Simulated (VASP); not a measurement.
Input of a VASP 6.6.1 run:

Contents of POSCAR:

```
GaSb
1.0
    0.0000000000      3.0590000000      3.0590000000
    3.0590000000      0.0000000000      3.0590000000
    3.0590000000      3.0590000000      0.0000000000
Ga Sb
1 1
Direct
    0.0000000000      0.0000000000      0.0000000000
    0.2500000000      0.2500000000      0.2500000000
```

The input INCAR.step1:

```
ALGO = Normal
EDIFF = 1E-5
ENCUT = 520
GGA = PE
ISIF = 2
ISMEAR = -1
KPAR = 4
LASPH = T
LCHARG = F
LREAL = F
LWAVE = T
NBANDS = 16
NELM = 80
PREC = Accurate
SIGMA = 0.05
```

The input INCAR.step2:

```
ALGO = Normal
EDIFF = 1E-7
ENCUT = 520
GGA = PE
HFSCREEN = 0.2
ISIF = 2
ISMEAR = -1
ISTART = 1
KPAR = 4
LASPH = T
LCHARG = F
LHFCALC = T
LREAL = F
LWAVE = F
NBANDS = 16
NELM = 80
PREC = Accurate
PRECFOCK = Normal
SIGMA = 0.05
```

Contents of KPOINTS:

```
k-points
0
Gamma
  5 5 5
```

Potentials or basis: VASP PAW PBE potentials, release 64 (Ga_d, Sb).

Launch:

```console
$ cat potpaw_PBE.64/Ga_d/POTCAR potpaw_PBE.64/Sb/POTCAR > POTCAR
$ cp INCAR.step1 INCAR
$ mpirun -np 4 vasp_std > vasp.out
$ cp INCAR.step2 INCAR
$ mpirun -np 4 vasp_std > vasp.out
```

(1) Predict the band gap on the k mesh.

(2) Predict the pressure.

## Answers

(1) 0.88 eV, direct.

(2) 0.1 GPa.

Caveat: the PAW data sets were made with another functional, which shifts forces and pressure a little; spin-orbit coupling is left out, which moves the levels of the heavy elements; an odd mesh through Γ misses points on the zone boundary, where band edges often lie.

The gap isn't set beside the measured one, since this odd mesh misses points on the zone boundary.
